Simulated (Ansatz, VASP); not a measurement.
# Cross-check of P2W between VASP and Ansatz

One calculation is typed for both programs; each brings its own data sets. How far apart do they land? The cell is taken from a series of runs on this material, whose earlier steps may have relaxed, scaled, displaced or heated it; both programs get it as it stands.

Calculated with Ansatz 0.2.0; plane waves, with VASP 6.6.1 beside it; LDA.

**1. The starting structure**

Symmetry: Cmc2_1, No. 36, orthorhombic system. Conventional cell: a = 3.136 Å, b = 11.075 Å, c = 4.931 Å, α = 90.00°, β = 90.00°, γ = 90.00°. Nearest to P lie 1 P at 2.15 Å and 4 W at 2.46 to 2.47 Å. P has 1 P at 2.15 Å and 3 W at 2.47 Å nearest. Nearest to W lie 7 P at 2.46 to 2.47 Å. Farther neighbours are not listed.

**2. Ansatz: relaxation of cell and atoms, LDA**

Ansatz runs on its PAW soft_1 files.

The relaxed volume is the usual yardstick between codes: in a stiff, nearly cubic crystal its relative difference is about their pressure difference at one cell divided by the bulk modulus.

input.yaml reads:

```yaml
crystal:
  lattice:
    - [1.5682164105, -5.5374763598, 0.0]
    - [1.5682164105, 5.5374763598, 0.0]
    - [0.0, 0.0, 4.930751068]
  atoms:
    - { symbol: P, position: [0.5700200945, 0.4299799055, 0.1175180757] }
    - { symbol: P, position: [0.4299799055, 0.5700200945, 0.6175180757] }
    - { symbol: P, position: [0.7028708205, 0.2971291795, 0.7993568969] }
    - { symbol: P, position: [0.2971291795, 0.7028708205, 0.2993568969] }
    - { symbol: W, position: [0.906850084, 0.093149916, 0.0001250274] }
    - { symbol: W, position: [0.093149916, 0.906850084, 0.5001250274] }
kpoints:
  mp_grid: { grid: [10, 10, 6] }
hamiltonian:
  xc: lda
  pseudopotentials: { kind: paw, azcp: { folder: soft_1 }, xc_functional: pbe }
scf:
  occupations: { method: methfessel_paxton, width: 0.2 }
output:
  forces: true
  stress: true
  eigenvalues: true
relax:
  adjacent_minimum: "off"
  f_tol: 0.001
  max_steps: 60
  cell: { stress_tol: 0.01 }
```

Launch:

```console
ansatz run input.yaml --threads 8 --pin off --max-ram 20480MiB --backend cpu --events-out ev --progress --plain --runs-dir out
```

Numbers of over 12 decimals in the logs are rounded to 6 here.

The log of the run:

```text
Engine: ansatz 0.2.0, aarch64-unknown-linux-gnu
Pseudopotentials: kind: paw
Pseudopotential: P, paw, valence charge 5, recommended cutoff 420 eV (normal), soft_1/P.paw.azcp
Pseudopotential: W, paw, valence charge 14, recommended cutoff 420 eV (normal), soft_1/W.paw.azcp
Functional definition: SPW92
  exchange = slater_x
  correlation = pw_c
Crystal: 6 atoms, lattice volume = 85.637 Å³
Basis set: ecut = 420 eV, 1683 PW (Γ)
Bands: 30, of which v1, the nominal top of the filled ones, is band 24 counted from 1 (23 counted from 0)
Symmetry: 4 space group operations
Space group: Cmc21 (ITA 36), of the structure as read, at distance tolerance 4.4e-5 Å
k-points: 124 of 600 (time reversal used)
Non-local potential: P, projectors of the file, l = 0: 2, l = 1: 2, l = 2: 1
Non-local potential: W, projectors of the file, l = 0: 3, l = 1: 2, l = 2: 2, l = 3: 1
PAW form: soft (Blöchl's): semilocal exchange-correlation on the pseudo side does not see the compensation charge
PAW frozen core: P, regenerated for the run's functional, and the local potential with it (the file was generated under x = pbe(κ = 0.804, μ = 0.219515), c = pbe(β = 0.066725))
PAW frozen core: W, regenerated for the run's functional, and the local potential with it (the file was generated under x = pbe(κ = 0.804, μ = 0.219515), c = pbe(β = 0.066725))
PAW one-centre angular grid: P, 110 points (default); XC on 64 Gauss nodes
PAW one-centre angular grid: W, 590 points (default); XC on 64 Gauss nodes
Initial density: superposition of atomic densities (chi_scale 0.1, normalization cell, long waves kept (reshape's long-wave potential 0.00 eV rms))
Initial wavefunctions: pseudopotential atomic-orbital guess
Functional: x = slater, c = lda
SCF iter   1: F=—  HF=-23168.855106 eV  |F-HF|=—  |Δ(HF+E_count)|=         —  Δρ=5.06e-2  dr2=1.64e0  ethr=3.10e-3  ⟨swp⟩=6.2  Hψ=18269  notcnv=0
preconditioner: auto → Kerker (q_TF=auto, 2.477 Å⁻¹)  [metal: Δε(μ)=0.026 eV  Ē_g=8.261 eV  σ=0.200 eV  W_gap=0.11  n_scr=22 (ndim 8)  ℏωp=22.7 eV  f_vac=0.000  D(μ)=1.30/eV (n_scr^D=4)]
SCF iter   2: F=—  HF=-23168.460625 eV  |F-HF|=—  |Δ(HF+E_count)|=   3.94e-1  S|Δr|=    0.00e0  Δρ=2.89e-2  dr2=5.51e-1  ethr=3.10e-3  ⟨swp⟩=2.0  Hψ=5176  notcnv=0  defer=116
SCF iter   3: F=—  HF=-23168.276374 eV  |F-HF|=—  |Δ(HF+E_count)|=   1.84e-1  S|Δr|=    0.00e0  Δρ=5.84e-3  dr2=3.38e-2  ethr=1.15e-3  ⟨swp⟩=2.0  Hψ=5542  notcnv=0  defer=116
SCF iter   4: F=—  HF=-23168.266606 eV  |F-HF|=—  |Δ(HF+E_count)|=   9.77e-3  S|Δr|=    0.00e0  Δρ=1.58e-3  dr2=3.23e-3  ethr=7.04e-5  ⟨swp⟩=2.7  Hψ=6023  notcnv=0  defer=116
SCF iter   5: F=—  HF=-23168.266007 eV  |F-HF|=—  |Δ(HF+E_count)|=   5.99e-4  S|Δr|=    0.00e0  Δρ=2.27e-4  dr2=5.75e-5  ethr=6.73e-6  ⟨swp⟩=2.0  Hψ=4921  notcnv=0  defer=116
SCF iter   6: F=—  HF=-23168.265995 eV  |F-HF|=—  |Δ(HF+E_count)|=   1.20e-5  S|Δr|=    0.00e0  Δρ=4.83e-5  dr2=2.67e-6  ethr=1.20e-7  ⟨swp⟩=2.0  Hψ=5685  notcnv=0  defer=136
SCF iter   7: F=-23168.265994 eV  HF=-23168.265994 eV  |F-HF|=1.60e-8  |Δ(HF+E_count)|=   4.28e-7  S|Δr|=    0.00e0  Δρ=8.38e-6  dr2=5.25e-8  ethr=2.08e-10  ⟨swp⟩=9.2  Hψ=20154  notcnv=0
SCF 1 converged in 7 iterations: F = -23168.265994 eV  dr2 = 5.25e-8
  greatest PAW one-centre occupation: 0.999 electrons in one spin orbital (limit 2), on the W atom at site 5 (counted from 0), in its partial waves of l = 0
relax step   1: F+E_penalty+E_count = -23168.26599440 eV  Δ(F+E_penalty+E_count) = +0.000e0 eV  max|allowed force component| = 2.868e-2 eV/Å  Δτ_max = 0.0000 Å  P = -0.021 GPa  Ω = 85.637 Å³  (7 SCF iters, dr2 threshold 1.00e-7 eV, accepted)
[...]
relax step   3: F+E_penalty+E_count = -23168.26611819 eV  Δ(F+E_penalty+E_count) = -1.238e-4 eV  max|allowed force component| = 5.629e-3 eV/Å  Δτ_max = 0.0014 Å  P = +0.008 GPa  Ω = 85.612 Å³  energy of the carried Pulay correction = +6.627e-6 eV  (7 SCF iters, accepted)
[...]
relax step   4: F+E_penalty+E_count = -23168.26611735 eV  Δ(F+E_penalty+E_count) = +8.390e-7 eV  max|allowed force component| = 3.090e-3 eV/Å  Δτ_max = 0.0003 Å  P = -0.013 GPa  Ω = 85.619 Å³  energy of the carried Pulay correction = +4.735e-6 eV  (4 SCF iters, dr2 threshold 1.98e-9 eV, accepted)
[...]
relax step   5: F+E_penalty+E_count = -23168.26611979 eV  Δ(F+E_penalty+E_count) = -2.443e-6 eV  max|allowed force component| = 2.689e-4 eV/Å  Δτ_max = 0.0001 Å  P = -0.002 GPa  Ω = 85.615 Å³  energy of the carried Pulay correction = +5.734e-6 eV  (4 SCF iters, dr2 threshold 1.29e-9 eV, accepted)
[...]
relax step   6: F+E_penalty+E_count = -23168.26611575 eV  Δ(F+E_penalty+E_count) = +4.038e-6 eV  max|allowed force component| = 2.673e-4 eV/Å  Δτ_max = 0.0000 Å  P = -0.002 GPa  Ω = 85.615 Å³  stress off target by 3.84e-3 GPa  SCF on the basis re-selected at this cell (its energy is not comparable with the rows above)  (5 SCF iters)
basis re-selected at this cell: Δ(F+E_penalty+E_count) = +4.038e-6 eV, ΔP = -0.000 GPa vs the last step (what re-selecting the basis moved, of the pressure what is left beyond the Pulay correction that the steps carried, after the strain that the cell walked since its last selection, with what the two solves' SCF thresholds leave and, on support functions, any second-order correction that the steps lacked; it is no m [...]
SCF converged after 5 iterations
Stability not checked: this state was not tested for a lower state beside it, because cold or Methfessel-Paxton smearing, or corrected tetrahedra, fill the levels in a way that the test cannot read (fill_not_monotonic; see scf.lower_state_search)
Free energy (F): -23168.266116 eV
Harris-Foulkes:  -23168.266116 eV  (|F-HF|=7.28e-12)
Internal energy: -23168.263881 eV  (E = F + TS)
E sigma→0 (E₀):  -23168.265557 eV
Entropy (-TS):   -0.002235 eV (-0.372 meV/atom)
Fermi energy:    15.615750 eV
--- Per-component energies (eV) ---
  E_band       = -191.288214
  E_kinetic    = 1140.293042
  E_local      = -1962.435696  (includes V_loc(G=0)·N_el)
  E_nonlocal   = 93.751783
  E_hartree    = 812.505763
  E_xc         = -829.629479
  E_vxc        = -720.014523  (∫ρ·V_xc dr)
  E_paw        = -18766.270484  (= ΣΔE_a)
  E_vpaw       = -367.894641  (= ΣTr[D̂ρ^β])
  E_aug_tail   = 0.000303  (compensation charges beyond the density's cutoff)
  E_ewald      = -3657.515018
  E_core_change = 1.035905  (= ΣΔE_core)
  E_smearing   = -0.002235  (= −TS)
  E_closure    = 0.000000  (closes the sum)
  Σ components = -23168.266116   (vs F -23168.266116, Δ=0.00e0)
--- Forces (eV/Å), atoms counted from 1 ---
  atom   1  P      0.00000000     0.00007465     0.00014299
  atom   2  P      0.00000000    -0.00007465     0.00014299
  atom   3  P      0.00000000    -0.00023044     0.00012438
  atom   4  P      0.00000000     0.00023044     0.00012438
  atom   5  W     -0.00000000    -0.00014887    -0.00026731
  atom   6  W      0.00000000     0.00014887    -0.00026731
  max |Σ_I F_I| component: 1.10e-7 eV/Å
--- Stress (GPa, compression-positive) ---
       -0.001569       0.000000       0.000000
        0.000000      -0.002017       0.000000
        0.000000       0.000000      -0.003845
  P = ⅓ Tr σ = -0.0025 GPa (-0.025 kbar)
--- Band table (eV; the first three rows and the last of 124) ---
  k-point 0: bands = [... 20 lower, 13.4260, 14.0336, 14.3392, 14.7038, 15.9039, 16.9613, 16.9911, 17.6613, ... 2 higher]
  k-point 1: bands = [... 20 lower, 13.9935, 14.0964, 14.3016, 15.0309, 16.0494, 16.9705, 17.1161, 17.9575, ... 2 higher]
  k-point 2: bands = [... 20 lower, 14.2861, 14.3644, 14.7970, 15.4729, 16.3500, 16.8341, 17.3857, 17.9900, ... 2 higher]
  k-point 123: bands = [... 20 lower, 13.8235, 13.8235, 14.4420, 14.4420, 16.6366, 16.6366, 18.4630, 18.4630, ... 2 higher]
--- Relaxed structure (5 steps of the walk, 4 accepted, 1 SCFs on fresh bases) ---
  F+E_penalty+E_count = -23168.26611575 eV   max|allowed force component| = 2.673e-4 eV/Å   (the final SCF, on the basis selected at the relaxed cell)
  cell:  # Å, volume = 85.6150 Å³
    - [1.567129, -5.541147, 0.0]
    - [1.567129, 5.541147, 0.0]
    - [0.0, 0.0, 4.929645]
  atoms:
    - { symbol: P, position: [0.570030, 0.429970, 0.117515] }
    - { symbol: P, position: [0.429970, 0.570030, 0.617515] }
    - { symbol: P, position: [0.702921, 0.297079, 0.799366] }
    - { symbol: P, position: [0.297079, 0.702921, 0.299366] }
    - { symbol: W, position: [0.906722, 0.093278, 0.000119209] }
    - { symbol: W, position: [0.093278, 0.906722, 0.500119] }
```

**3. VASP: relaxation of cell and atoms, LDA**

The same cell, functional (in two slightly different forms), mesh and smearing now go to VASP, with its own data sets.

Lines of VASP's logs that name or quote its potential files are left out, and so is its time.

INCAR reads:

```
SYSTEM = P2W
PREC = Accurate
ENCUT = 600
EDIFF = 1E-07
NELM = 120
ISMEAR = 1
SIGMA = 0.2
LREAL = .FALSE.
ALGO = Normal
GGA = PW92
NBANDS = 22
LASPH = .TRUE.
LORBIT = 11
LWAVE = .FALSE.
LCHARG = .FALSE.
ISIF = 3
IBRION = 2
NSW = 80
EDIFFG = -0.005
GGA_COMPAT = .FALSE.
NELMIN = 4
KPAR = 2
```

POSCAR reads:

```
P2W
1.0
    1.5682160000     -5.5374760000      0.0000000000
    1.5682160000      5.5374760000      0.0000000000
    0.0000000000      0.0000000000      4.9307510000
P W
4 2
Direct
    0.5700200777      0.4299799223      0.1175180515
    0.4299799223      0.5700200777      0.6175180515
    0.7028708567      0.2971291433      0.7993568830
    0.2971291433      0.7028708567      0.2993568830
    0.9068500703      0.0931499297      0.0001249810
    0.0931499297      0.9068500703      0.5001249810
```

KPOINTS reads:

```
Automatic mesh
0
Gamma
10 10 6
0 0 0
```

PAW data sets: P and W (LDA family, release 64).

Launch:

```console
mpirun -np 2 vasp_std
```

The log of the run:

```text
[banner, memory and clock lines left out]
running    2 mpi-ranks, on    1 nodes
 distrk:  each k-point on    1 cores,    2 groups
 distr:  one band on    1 cores,    1 groups

 POSCAR found type information on POSCAR P W
 POSCAR found :  2 types and       6 ions
|                                                                             |
|               ----> ADVICE to this user running VASP <----                  |
|                                                                             |
|     You enforced a specific xc type in the INCAR file but a different       |
|     [... a line on the potential file left out ...]
|     I HOPE YOU KNOW WHAT YOU ARE DOING!                                     |
|                                                                             |

 LDA part: xc-table for (Slater(with rela. corr.)+PW92), standard interpolation
 POSCAR, INCAR and KPOINTS ok, starting setup
 FFT: planning ... GRIDC
 FFT: planning ... GRID_SOFT
 FFT: planning ... GRID
 WAVECAR not read
 entering main loop
       N       E                     dE             d eps       ncg     rms          rms(c)
DAV:   1     0.125214692522E+03    0.12521E+03   -0.15402E+04  5456   0.146E+03
DAV:   2    -0.459361465312E+02   -0.17115E+03   -0.16077E+03  6732   0.271E+02
DAV:   3    -0.571927928587E+02   -0.11257E+02   -0.10831E+02  7612   0.607E+01
DAV:   4    -0.574339376466E+02   -0.24114E+00   -0.23939E+00  7160   0.909E+00
DAV:   5    -0.574395964625E+02   -0.56588E-02   -0.56540E-02  7402   0.133E+00    0.374E+01
DAV:   6    -0.558863754757E+02    0.15532E+01   -0.65773E+00  7912   0.127E+01    0.157E+01
DAV:   7    -0.556328305529E+02    0.25354E+00   -0.12368E+00  7230   0.648E+00    0.874E+00
DAV:   8    -0.555526358196E+02    0.80195E-01   -0.21674E-01  7496   0.303E+00    0.605E-01
DAV:   9    -0.555524422236E+02    0.19360E-03   -0.17758E-02  7180   0.768E-01    0.419E-01
DAV:  10    -0.555521822369E+02    0.25999E-03   -0.12179E-03  6758   0.200E-01    0.238E-01
DAV:  11    -0.555521181479E+02    0.64089E-04   -0.33329E-04  7282   0.104E-01    0.511E-02
DAV:  12    -0.555521194798E+02   -0.13318E-05   -0.66690E-05  6850   0.503E-02    0.186E-02
DAV:  13    -0.555521184139E+02    0.10659E-05   -0.39700E-06  7070   0.120E-02    0.109E-02
DAV:  14    -0.555521180072E+02    0.40671E-06   -0.21586E-06  7418   0.802E-03    0.249E-03
DAV:  15    -0.555521179865E+02    0.20721E-07   -0.15676E-07  4540   0.267E-03
   1 F= -.55552118E+02 E0= -.55551371E+02  d E =-.555521E+02
[...]
2 F= -.55552329E+02 E0= -.55551616E+02  d E =-.211301E-03
[...]
3 F= -.55552498E+02 E0= -.55551771E+02  d E =-.379777E-03
[...]
4 F= -.55552521E+02 E0= -.55551793E+02  d E =-.228330E-04
[...]
5 F= -.55552571E+02 E0= -.55551845E+02  d E =-.737020E-04
 curvature:  -0.31 expect dE=-0.920E-05 dE for cont linesearch -0.407E-08
 trial: gam= 0.11207 g(F)=  0.168E-04 g(S)=  0.130E-04 ort =-0.219E-05 (trialstep = 0.836E+00)
 search vector abs. value=  0.339E-04
 bond charge predicted
       N       E                     dE             d eps       ncg     rms          rms(c)
DAV:   1    -0.555525890206E+02   -0.17534E-04   -0.76196E-04  5504   0.154E-01    0.179E-02
DAV:   2    -0.555525879028E+02    0.11178E-05   -0.34718E-05  7290   0.373E-02    0.134E-02
DAV:   3    -0.555525867939E+02    0.11089E-05   -0.20461E-06  6928   0.923E-03    0.597E-03
DAV:   4    -0.555525864092E+02    0.38462E-06   -0.83768E-07  6942   0.497E-03    0.143E-03
DAV:   5    -0.555525864038E+02    0.54574E-08   -0.79622E-08  3904   0.181E-03
   6 F= -.55552586E+02 E0= -.55551852E+02  d E =-.149387E-04
 trial-energy change:   -0.000015  1 .order   -0.000014   -0.000025   -0.000003
 step:   0.9291(harm=  0.9580)  dis= 0.00054  next Energy=   -55.552587 (dE=-0.151E-04)
 reached required accuracy - stopping structural energy minimisation
```

[end of part 1 of 2]

[Lines on the potential files, build, host, timing and source positions are cut from VASP's logs without a mark.]

[Logs are printed without paths, hosts, clocks, repeated set-up lines and the standing remarks that a program may print on its own settings, such as how far it seeks lower states.]

[Hosts, paths, dates, database ids (printed as entryN), source tags and the programs' standing remarks are cut or masked in the printed files.]
